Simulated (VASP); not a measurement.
Data:

```
CELL_PARAMETERS angstrom
      2.85732     0.00000     0.00000
      0.00000     2.85732     0.00000
      0.00000     0.00000     2.85732
ATOMIC_POSITIONS crystal
  Cr 0.00000 0.00000 0.00000
  Cr 0.50000 0.50000 0.50000
```
Starting moments (μB, in the order of the record's atoms Cr Cr): 1.0 -1.0.

These are PBE GGA, VASP's PBE PAW potentials (set 64) (plane waves; VASP 6.6.1) values and carry that method's errors. Numerical set-up: 400 eV cut-off, Gaussian smearing of 0.050 eV, potentials Cr_pv.

Problem. Give the spin-up energies of bands 7 to 15 at the high-symmetry points, in eV from the Fermi level.

Solution. 
```csv
band,Γ,X,M,R
7,-7.77,-4.00,-4.38,-2.54
8,-4.19,-3.75,-4.26,-2.54
9,-4.19,-2.03,-2.36,-2.54
10,-0.86,-1.31,-2.36,-1.88
11,-0.86,-0.77,1.14,-1.88
12,-0.86,-0.77,1.15,-1.88
13,1.27,0.20,1.15,1.22
14,1.27,0.20,1.16,1.22
15,2.63,0.25,1.38,2.08
```

Problem. Give the spin-down energies of bands 7 to 15 at the high-symmetry points, in eV from the Fermi level.

Solution. 
| band | Γ | X | M | R |
|---|---|---|---|---|
| 7 | -7.77 | -4.00 | -4.38 | -2.54 |
| 8 | -4.19 | -3.75 | -4.26 | -2.54 |
| 9 | -4.19 | -2.03 | -2.36 | -2.54 |
| 10 | -0.86 | -1.31 | -2.36 | -1.88 |
| 11 | -0.86 | -0.77 | 1.14 | -1.88 |
| 12 | -0.86 | -0.77 | 1.15 | -1.88 |
| 13 | 1.27 | 0.20 | 1.15 | 1.22 |
| 14 | 1.27 | 0.20 | 1.16 | 1.22 |
| 15 | 2.63 | 0.25 | 1.38 | 2.08 |

It has no gap at this level: it comes out as a metal or semimetal.

The compound is Cr in the bcc, AFM order structure. It was relaxed first.
